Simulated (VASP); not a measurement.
Given:

```
MgSe
1.0
    0.00000     2.74849     2.74849
    2.74849     0.00000     2.74849
    2.74849     2.74849     0.00000
Mg Se
1 1
Direct
  0.00000   0.00000   0.00000
  0.50000   0.50000   0.50000
```

These are PBE GGA, VASP's PBE PAW potentials (set 64) (plane waves; VASP) values and carry that method's errors. Numerical set-up: 150 eV cut-off, 8×8×8 Γ-centred mesh, Fermi-Dirac smearing of 0.20 eV, potentials Mg Se.

At this cut-off the stress carries a Pulay error, which pulls relaxed volumes low.  Energy and stress use the plane-wave basis of the starting cell.

The ions, cell shape and volume are relaxed. Which structure does the run end with?

```
MgSe
1.0
    0.00000     2.70890     2.70890
    2.70890     0.00000     2.70890
    2.70890     2.70890     0.00000
Mg Se
1 1
Cartesian
  0.00000   0.00000   0.00000
  2.70890   2.70890   2.70890
```
Space group Fm-3m (225), at a tolerance of 0.03 Å.

How do energy and volume change from the first to the last step?

The energy (σ→0) changes by -9.3 meV/atom and the volume by -4.3 %, in 3 ionic steps.

The structure comes from a computed database's MgSe entry; how it stands against other phases isn't given here. This run relaxes it. Symmetry was kept, so distortions that lower it aren't found. The run is one of a series of settings (EDIFFG = -0.01, ENCUT = 150, IBRION = 2, ISIF = 3, NSW = 50, SIGMA = 0.2, KPOINTS 8×8×8 Γ-centred mesh against the base run), some of them coarse on purpose.
